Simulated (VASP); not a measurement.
Input for VASP

**POSCAR**
```
RbBr
1
    0.0000000000     3.4589430247     3.4589430247
    3.4589430247     0.0000000000     3.4589430247
    3.4589430247     3.4589430247     0.0000000000
Rb Br
1 1
Direct
  0.0000000000   0.0000000000   0.0000000000
  0.5000000000   0.5000000000   0.5000000000
```

### INCAR
```
! general
SYSTEM  = RbBr
PREC    = Accurate
ENCUT   = 520
LREAL   = .FALSE.
LASPH   = .TRUE.

! electronic loop
EDIFF   = 1E-7
NELM    = 100
ALGO    = Normal
LMAXMIX = 4

! smearing
ISMEAR  = 0
SIGMA   = 0.05

! functional
GGA     = PS

! ions
ISIF    = 2

! output
LWAVE   = .FALSE.
LCHARG  = .FALSE.
```

### KPOINTS
```
Automatic mesh
0
Gamma
7 7 7
0 0 0
```

POTCAR, in this order: Rb_sv Br (PBE.64 set). Program: vasp_std.

Translate this PBEsol calculation to Ansatz.

One equivalent input (not run):
Ansatz 0.2 input:
```yaml
crystal:
  lattice:
    - [0.0000000, 3.4589430, 3.4589430]
    - [3.4589430, 0.0000000, 3.4589430]
    - [3.4589430, 3.4589430, 0.0000000]
  atoms:
    - { symbol: Rb, position: [0.0000000, 0.0000000, 0.0000000] }
    - { symbol: Br, position: [0.5000000, 0.5000000, 0.5000000] }
kpoints:
  mp_grid: { grid: [7, 7, 7] }
hamiltonian:
  xc: pbesol
  pseudopotentials: { kind: paw }
scf:
  occupations: { method: gaussian, width: 0.05 }
  max_iter: 100
output: { forces: true, stress: true, eigenvalues: true }
```
The two are equivalent in intent, not identical: each code has its own PAW files, so the cut-off isn't converted (ENCUT is set for VASP's; basis.ecutwfc is left out, and Ansatz then takes the one that its files recommend); Ansatz stops its SCF on the density residual and VASP on the energy change (EDIFF).

The compound is RbBr in the rock salt structure. This cell is one point of a volume scan, at 1.03 of the reference volume.
